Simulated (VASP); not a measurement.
Given:

```
CELL_PARAMETERS angstrom
      3.31500     0.00000     0.00000
      0.00000     3.31500     0.00000
      0.00000     0.00000     3.31500
ATOMIC_POSITIONS crystal
  In 0.50000 0.50000 0.50000
  Pd 0.00000 0.00000 0.00000
```

Level of theory: PBEsol GGA, VASP's PBE PAW potentials (set 64) (plane waves; VASP). Numerical set-up: 400 eV cut-off, 10×10×10 Γ-centred mesh, first-order Methfessel-Paxton smearing of 0.10 eV, potentials In_d Pd.

Give the stress tensor in GPa (positive for a compressed cell).

```
-6.91   0.00   0.00
 0.00  -6.91   0.00
 0.00   0.00  -6.91
```
The pressure is its mean diagonal, -6.91 GPa.

The compound is PdIn in the CsCl type structure. The cell was not relaxed at this level. The run is one of a series of settings (GGA = PS against the base run), some of them coarse on purpose. The electron count is odd and the run is not spin-polarised, which forces a metal.
